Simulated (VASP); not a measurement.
# CsSrF3 (P1) in VASP: single point with LDA

Aim: the single point of CsSrF3 with LDA.

Program: VASP 6.6.1. These are calculated values, not measurements. Logs are shortened: lines on timing, memory, paths and dates and some standing lists are left out, and cuts for length are marked.

## Step 1: The cell of the first run

The typed cell holds 5 atoms: a = 4.602 Å, b = 4.380 Å, c = 5.082 Å, α = 82.82°, β = 76.81°, γ = 98.79°.

The cell comes from a database or a generator and needn't be the stable form of this composition.

## Step 2: Single point, LDA (cell sheared at random, sigma 0.1, atoms nudged by 0.01 Å)

The input, INCAR:

```
SYSTEM = CsSrF3
PREC = Accurate ; ENCUT = 520
EDIFF = 1E-6 ; ISMEAR = 0
SIGMA = 0.05 ; LREAL = .FALSE.
LASPH = .TRUE. ; NELM = 100
ALGO = Fast ; ISIF = 2
LWAVE = .FALSE. ; LCHARG = .FALSE.
NBANDS = 28
```

The input, KPOINTS:

```
Automatic mesh
0
G
  6 6 6
  0 0 0
```

The input, POSCAR:

```
CsSrF3
1.0
    4.5518951029     -0.3660535110      0.5687014509
   -0.3660535110      4.3529234176      0.3185418056
    0.5687014509      0.3185418056      5.0400113227
Cs Sr F
1 1 3
Direct
    0.0003756002     -0.0006188899     -0.0013796585
    0.4986807421      0.5012034533      0.4991639182
   -0.0026698205      0.4982732864      0.5014720330
    0.4996234211      0.0010422914      0.4999851439
    0.5039900569      0.5000998587      0.0007585635
```

Potentials or basis: VASP PAW LDA potentials, release 64 (Cs_sv, Sr_sv, F).

Command:

```
$ cat potpaw_LDA.64/Cs_sv/POTCAR potpaw_LDA.64/Sr_sv/POTCAR potpaw_LDA.64/F/POTCAR > POTCAR
$ mpirun -np 1 vasp_std > vasp.out
```

OUTCAR:

```text
SYSTEM = CsSrF3
   PREC = Accurate
   ENCUT = 520
   EDIFF = 1E-6
   ISMEAR = 0
   LREAL = .FALSE.
   LASPH = .TRUE.
   NELM = 100
   ISIF = 2

 ion  position               nearest neighbor table
   1  0.000  0.999  0.999-   2 3.31   2 3.31   2 4.09   2 4.11
   2  0.499  0.501  0.499-   4 2.19   4 2.19   3 2.30   3 2.30   5 2.53   5 2.55   1 3.31   1 3.31
                             1 4.09   1 4.11
   3  0.997  0.498  0.501-   2 2.30   2 2.30
   4  0.500  0.001  0.500-   2 2.19   2 2.19
   5  0.504  0.500  0.001-   2 2.53   2 2.55

  LATTYP: Found a triclinic cell.
 ALAT       =     6.8203769448
 B/A-ratio  =     0.6421766131
 C/A-ratio  =     1.1135400706
 COS(alpha) =     0.0088568991
 COS(beta)  =     0.5175782364
 COS(gamma) =     0.7452308345

  Lattice vectors:

 A1 = (  -4.9179486139,   4.7189769286,  -0.2501596453)
 A2 = (  -0.3660535110,   4.3529234176,   0.3185418056)
 A3 = (  -5.1205965538,   0.0475117054,  -5.6087127736)

Analysis of symmetry for initial positions (statically):
=====================================================================
 Subroutine PRICEL returns:
 Original cell was already a primitive cell.

 Routine SETGRP: Setting up the symmetry group for a
 triclinic supercell.

 Subroutine GETGRP returns: Found  1 space group operations
 (whereof  1 operations were pure point group operations)
 out of a pool of  2 trial point group operations.

The static configuration has the point symmetry C_1 .

Analysis of symmetry for dynamics (positions and initial velocities):
=====================================================================
 Subroutine PRICEL returns:
 Original cell was already a primitive cell.

 Routine SETGRP: Setting up the symmetry group for a
 triclinic supercell.

 Subroutine GETGRP returns: Found  1 space group operations
 (whereof  1 operations were pure point group operations)
 out of a pool of  2 trial point group operations.

The dynamic configuration has the point symmetry C_1 .

 Subroutine INISYM returns: Found  1 space group operations
 (whereof  1 operations are pure point group operations),
 and found     1 'primitive' translations

----------------------------------------------------------------------------------------

                                     Primitive cell

  volume of cell :      97.1854

  direct lattice vectors                    reciprocal lattice vectors
     4.551895103 -0.366053511  0.568701451     0.224697539  0.020847469 -0.026671886
    -0.366053511  4.352923418  0.318541806     0.020847469  0.232732360 -0.017061662
     0.568701451  0.318541806  5.040011323    -0.026671886 -0.017061662  0.202500179

  length of vectors
     4.601865441  4.379886566  5.081988229     0.227233340  0.234286297  0.204960514

  position of ions in fractional coordinates (direct lattice)
     0.000375600  0.999381110  0.998620342
     0.498680742  0.501203453  0.499163918
     0.997330179  0.498273286  0.501472033
     0.499623421  0.001042291  0.499985144
     0.503990057  0.500099859  0.000758563

  ion indices of the primitive-cell ions
   primitive index   ion index
                 1           1
                 2           2
                 3           3
                 4           4
                 5           5

----------------------------------------------------------------------------------------

 KPOINTS: Automatic mesh

Automatic generation of k-mesh.
 Grid dimensions read from file:
 generate k-points for:    6    6    6

 Generating k-lattice:

  Cartesian coordinates                     Fractional coordinates (reciprocal lattice)
     0.037449590  0.003474578 -0.004445314     0.166666667  0.000000000  0.000000000
     0.003474578  0.038788727 -0.002843610     0.000000000  0.166666667 -0.000000000
    -0.004445314 -0.002843610  0.033750030     0.000000000  0.000000000  0.166666667

  Length of vectors
     0.037872223  0.039047716  0.034160086

  Shift w.r.t. Gamma in fractional coordinates (k-lattice)
     0.000000000  0.000000000  0.000000000

 Subroutine IBZKPT returns following result:
 ===========================================

 Found    112 irreducible k-points:

 Following reciprocal coordinates:
            Coordinates               Weight
  0.000000  0.000000  0.000000      1.000000
  0.166667  0.000000 -0.000000      2.000000
  0.333333  0.000000 -0.000000      2.000000
  0.500000  0.000000 -0.000000      1.000000
  0.000000  0.166667 -0.000000      2.000000
  0.166667  0.166667 -0.000000      2.000000
[... 16 lines left out ...]
  0.333333  0.000000  0.166667      2.000000
  0.500000  0.000000  0.166667      2.000000
 [... further k-points ...]
   k-points           NKPTS =    112   k-points in BZ     NKDIM =    112   number of bands    NBANDS=     28
   number of dos      NEDOS =    301   number of ions     NIONS =      5
   total plane-waves  NPLWV =  51840
   dimension x,y,z NGX =    36 NGY =   36 NGZ =   40
   dimension x,y,z NGXF=    72 NGYF=   72 NGZF=   80
   ions per type =               1   1   3
   NGX,Y,Z   is equivalent  to a cutoff of  13.01, 13.66, 13.09 a.u.
   NGXF,Y,Z  is equivalent  to a cutoff of  26.01, 27.33, 26.17 a.u.
 SYSTEM =  CsSrF3
   PREC   = accura    normal or accurate (medium, high low for compatibility)
   ISTART =      0    job   : 0-new  1-cont  2-samecut
   ICHARG =      2    charge: 1-file 2-atom 10-const
   ISPIN  =      1    spin polarized calculation?
   LNONCOLLINEAR =      F non collinear calculations
   LSORBIT =      F    spin-orbit coupling
   LASPH  =      T    aspherical Exc in radial PAW
   ENCUT  =  520.0 eV  38.22 Ry    6.18 a.u.   8.56  8.14  9.45*2*pi/ulx,y,z
   NELM   =    100;   NELMIN=  2; NELMDL= -5     # of ELM steps
   EDIFF  = 0.1E-05   stopping-criterion for ELM
   LREAL  =      F    real-space projection
   EDIFFG = 0.1E-04   stopping-criterion for IOM
   NSW    =      0    number of steps for IOM
   IBRION =     -1    ionic relax: 0-MD 1-quasi-New 2-CG
   NFREE  =      0    steps in history (QN), initial steepest desc. (CG)
   ISIF   =      2    stress and relaxation
   ISYM   =      2    0-nonsym 1-usesym 2-fastsym
   POTIM  = 0.5000    time-step for ionic-motion
   TEBEG  =    0.0;   TEEND  =   0.0 temperature during run
   PSTRESS=    0.0 pullay stress
   NELECT =      40.0000    total number of electrons
   NUPDOWN=      -1.0000    fix difference up-down
   EMIN   =  10.00;   EMAX   =-10.00  energy-range for DOS
   EFERMI =   0.00;   METHOD = LEGACY
   ISMEAR =     0;   SIGMA  =   0.05  broadening in eV -4-tet -1-fermi 0-gaus
   EFERMI_NEDOS =   21; number of points for ismear=-14 and -15
   IALGO  =     68    algorithm
   IMIX   =      4    mixing-type and parameters
     AMIX     =   0.40;   BMIX     =  1.00
     AMIX_MAG =   1.60;   BMIX_MAG =  1.00
  volume/ion in A,a.u.               =      19.44       131.17
  Fermi-wavevector in a.u.,A,eV,Ry     =   1.217759  2.301230 20.176568  1.482936
  Thomas-Fermi vector in A             =   2.353068
   LORBIT       =      0    0 simple, 1 ext, 2 COOP (PROOUT), +10 PAW based schemes
   GGA     = CA    functional components
   LHFCALC =     F    Hartree Fock is set to
   AEXX    =    0.0000 exact exchange contribution
   IVDW    =     0    specifies the selected vdW correction
   LEPSILON=     F    determine dielectric tensor
   LRPA    =     F    only Hartree local field effects (RPA)
 non-spin polarized calculation
 RMM-DIIS sequential band-by-band and
 Gauss-broadening in eV      SIGMA  =   0.05
  energy-cutoff  :      520.00
  volume of cell :       97.19
 maximum number of plane-waves:      2636
 NGX is ok and might be reduce to    36
   NGX = 17   NGY = 17   NGZ = 19

 number of electron      39.9999994 magnetization

 Free energy of the ion-electron system (eV)
  ---------------------------------------------------
  ext. energy  EPLUGINS =         0.00000000
  ---------------------------------------------------
  free energy    TOTEN  =       -26.29705565 eV

  energy without entropy =      -26.29705565  energy(sigma->0) =      -26.29705565

 E-fermi :  -1.2612     XC(G=0):  -9.5481

 val. band max:       -1.5353711028   @ k =   0.0000   0.0000   0.0000
 cond. band min:       4.3339591535   @ k =   0.0000   0.0000   0.0000
 fundamental gap:      5.8693302563
 Fermi energy:        -1.2611737602

 k-point     1 :       0.0000    0.0000    0.0000
  band No.  band energies     occupation
      1     -31.5255      2.00000
      2     -21.0492      2.00000
      3     -20.5820      2.00000
      4     -20.3005      2.00000
      5     -19.5350      2.00000
      6     -14.3111      2.00000
[... 20 lines left out ...]
     27       9.0223      0.00000
     28       9.6104      0.00000

 k-point     2 :       0.1667    0.0000   -0.0000
  band No.  band energies     occupation
      1     -31.5209      2.00000
      2     -21.0407      2.00000
      3     -20.6489      2.00000
      4     -20.2908      2.00000
      5     -19.5781      2.00000
      6     -14.2879      2.00000
[... 20 lines left out ...]
     27       9.0489      0.00000
     28       9.2155      0.00000

 k-point     3 :       0.3333    0.0000   -0.0000
  band No.  band energies     occupation
      1     -31.5117      2.00000
      2     -21.0239      2.00000
      3     -20.7901      2.00000
      4     -20.2407      2.00000
      5     -19.6770      2.00000
      6     -14.2540      2.00000
[... 20 lines left out ...]
     27       8.8035      0.00000
     28       9.2494      0.00000

 k-point     4 :       0.5000    0.0000   -0.0000
  band No.  band energies     occupation
      1     -31.5071      2.00000
      2     -21.0154      2.00000
      3     -20.8605      2.00000
      4     -20.2009      2.00000
      5     -19.7374      2.00000
      6     -14.2393      2.00000
[... 578 lines left out ...]
     27       8.8628      0.00000
     28       9.3106      0.00000

 k-point    23 :       0.3333    0.0000    0.1667
  band No.  band energies     occupation
      1     -31.5109      2.00000
      2     -21.0338      2.00000
      3     -20.7832      2.00000
      4     -20.2493      2.00000
      5     -19.6779      2.00000
      6     -14.2748      2.00000
[... 20 lines left out ...]
     27       8.8818      0.00000
     28       9.2264      0.00000

 k-point    24 :       0.5000    0.0000    0.1667
  band No.  band energies     occupation
      1     -31.5062      2.00000
      2     -21.0201      2.00000
      3     -20.8522      2.00000
      4     -20.2239      2.00000
      5     -19.7372      2.00000
      6     -14.2481      2.00000
[... 20 lines left out ...]
     27       8.7180      0.00000
     28       9.8635      0.00000

 [... further k-points ...]

------------------------ aborting loop because EDIFF is reached ----------------------------------------

  FORCE on cell =-STRESS in cart. coord.  units (eV):
  Direction    XX          YY          ZZ          XY          YZ          ZX
  --------------------------------------------------------------------------------------
  -------------------------------------------------------------------------------------
  Total        1.8960472      6.2899784     -2.0081995      1.4027942     -1.3024606     -2.8336726
  in kB       31.2578301    103.6952414    -33.1067489     23.1261654    -21.4720878    -46.7153212
  external PRESSURE =      33.9487742 kB  Pullay stress =       0.0000000 kB

 VOLUME and BASIS-vectors are now :
 -----------------------------------------------------------------------------
  energy-cutoff  :      520.00
  volume of cell :       97.19
      direct lattice vectors                 reciprocal lattice vectors
     4.551895103 -0.366053511  0.568701451     0.224697539  0.020847469 -0.026671886
    -0.366053511  4.352923418  0.318541806     0.020847469  0.232732360 -0.017061662
     0.568701451  0.318541806  5.040011323    -0.026671886 -0.017061662  0.202500179

 POSITION                                       TOTAL-FORCE (eV/Angst)
 -----------------------------------------------------------------------------------
      0.20380      4.66819      5.35162        -0.003406      0.015326      0.008018
      2.37035      2.15816      2.95905        -0.000609     -0.019833      0.001471
      4.64254      1.96361      3.25333         0.042543      0.006905     -0.004959
      2.55819     -0.01909      2.80440        -0.004742     -0.002073      0.006794
      2.11148      1.99265      0.44975        -0.033787     -0.000325     -0.011324
 -----------------------------------------------------------------------------------
    total drift:                               -0.000047     -0.000327      0.000468

  FREE ENERGIE OF THE ION-ELECTRON SYSTEM (eV)
  ---------------------------------------------------
  free  energy   TOTEN  =       -26.2970556521 eV

  energy  without entropy=      -26.2970556521  energy(sigma->0) =      -26.29705565
```

It took 5.6 min on 1 thread of Intel Xeon Platinum 8259CL at 2.50GHz (Skylake/Cascade Lake), shared host; peak memory 0.39 GiB.

What came out:

```yaml
Free_energy: -26.2971 eV
Pressure: 3.4 GPa
Largest_force: 0.043 eV/Å
Band_gap_on_the_k_mesh: 5.87 eV, direct
```

Forces on the atoms (eV/Å):
```
Cs  -0.003  0.015  0.008
Sr  -0.001 -0.020  0.001
F    0.043  0.007 -0.005
F   -0.005 -0.002  0.007
F   -0.034  0.000 -0.011
```

Levels at points of the mesh, in eV from the valence-band top:
| k point | band 18 | band 19 | band 20 | band 21 | band 22 | band 23 |
| --- | --- | --- | --- | --- | --- | --- |
| (0.00, 0.00, 0.00) | -0.23 | -0.16 | 0.00 | 5.87 | 6.40 | 6.82 |
| (0.50, 0.00, 0.00) | -0.62 | -0.42 | -0.18 | 7.44 | 7.89 | 8.99 |
| (0.00, 0.50, 0.00) | -0.65 | -0.33 | -0.10 | 7.71 | 8.31 | 8.81 |
| (0.50, 0.50, 0.00) | -0.39 | -0.38 | -0.10 | 6.78 | 8.12 | 8.74 |
| (0.00, 0.00, 0.50) | -0.24 | -0.19 | -0.16 | 7.26 | 7.53 | 8.78 |
| (0.50, 0.00, 0.50) | -0.72 | -0.19 | -0.17 | 7.09 | 7.40 | 9.00 |
| (0.00, 0.50, 0.50) | -0.63 | -0.45 | -0.23 | 6.80 | 7.99 | 9.05 |
| (0.50, 0.50, 0.50) | -0.36 | -0.20 | -0.02 | 8.05 | 8.47 | 8.54 |

Caveat: spin-orbit coupling is left out, which moves the levels of the heavy elements.
